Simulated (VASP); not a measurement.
```
CELL_PARAMETERS angstrom
      0.00000     2.32955     2.32955
      2.32955     0.00000     2.32955
      2.32955     2.32955     0.00000
ATOMIC_POSITIONS crystal
  Ca 0.00000 0.00000 0.00000
  O  0.50000 0.50000 0.50000
```

These are PBEsol GGA, VASP's PBE PAW potentials (set 64) (plane waves; VASP) values and carry that method's errors. Run with 620 eV cut-off, 10×10×10 Γ-centred mesh, Gaussian smearing of 0.050 eV, potentials Ca_sv O.

**Question.** Predict the energy per atom (σ→0), pressure, band gap (on the k-mesh) with the smallest direct gap where there is one.

**Answer.** 
```
Item                                         Result
-----------------------------------  --------------
band gap (on the k-mesh)                    3.47 eV
smallest direct gap (on the k-mesh)         3.82 eV
energy per atom (σ→0)                -6.677 eV/atom
pressure                                   9.99 GPa
```

Total energies compare only between runs with the same potentials, cut-off and functional.

The structure was generated: CaO was put into the rock salt type (Fm-3m), which need not be its known phase. It was relaxed first under an external pressure of 10 GPa.
